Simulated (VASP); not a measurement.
Here is a VASP 6.6.1 calculation.

The input POSCAR:

```
SnH2
1.0
    0.0000000000      2.6545080103      2.6545080103
    2.6545080103      0.0000000000      2.6545080103
    2.6545080103      2.6545080103      0.0000000000
Sn H
1 2
Direct
    0.0000000000      0.0000000000      0.0000000000
    0.2500000000      0.2500000000      0.2500000000
    0.7500000000      0.7500000000      0.7500000000
```

File INCAR.step1:

```
PREC     = Accurate       # precision mode
ENCUT    = 520            # plane-wave cutoff, eV
ISMEAR   = -1             # smearing method
SIGMA    = 0.02           # smearing width, eV
LREAL    = F              # projectors in reciprocal space
LASPH    = T              # aspherical terms in the spheres
NELM     = 60             # most SCF steps
NBANDS   = 15             # bands
GGA      = PE             # functional
ALGO     = Normal         # electronic algorithm
EDIFF    = 1E-4           # SCF threshold, eV
LWAVE    = T              # write WAVECAR
LCHARG   = F              # write CHGCAR
```

Contents of INCAR.step2:

```
PREC     = Accurate       # precision mode
ENCUT    = 520            # plane-wave cutoff, eV
EDIFF    = 1E-6           # SCF threshold, eV
ISMEAR   = -1             # smearing method
SIGMA    = 0.02           # smearing width, eV
LREAL    = F              # projectors in reciprocal space
LASPH    = T              # aspherical terms in the spheres
NELM     = 60             # most SCF steps
ALGO     = Normal         # electronic algorithm
ISIF     = 2              # what is computed and relaxed
LWAVE    = F              # write WAVECAR
LCHARG   = T              # write CHGCAR
METAGGA  = R2SCAN         # meta-GGA
LMIXTAU  = T            
LELF     = T              # ELF
LVHAR    = T            
NBANDS   = 15             # bands
ISTART   = 1
```

Contents of KPOINTS:

```
regular mesh
0
Gamma
  6 6 6
```

Potentials or basis: VASP PAW PBE potentials, release 64 (Sn_d, H).

Run with:

```sh
$ cat potpaw_PBE.64/Sn_d/POTCAR potpaw_PBE.64/H/POTCAR > POTCAR
$ cp INCAR.step1 INCAR
$ mpirun -np 1 vasp_std > vasp.out
$ cp INCAR.step2 INCAR
$ mpirun -np 1 vasp_std > vasp.out
```

(1) What does it give for the band gap on the k mesh?

(2) What does it give for the pressure?

## Answers

(1) none (metal or under the smearing width).

(2) 0.3 GPa.

Caveat: the PAW data sets were made with another functional, which shifts forces and pressure a little.
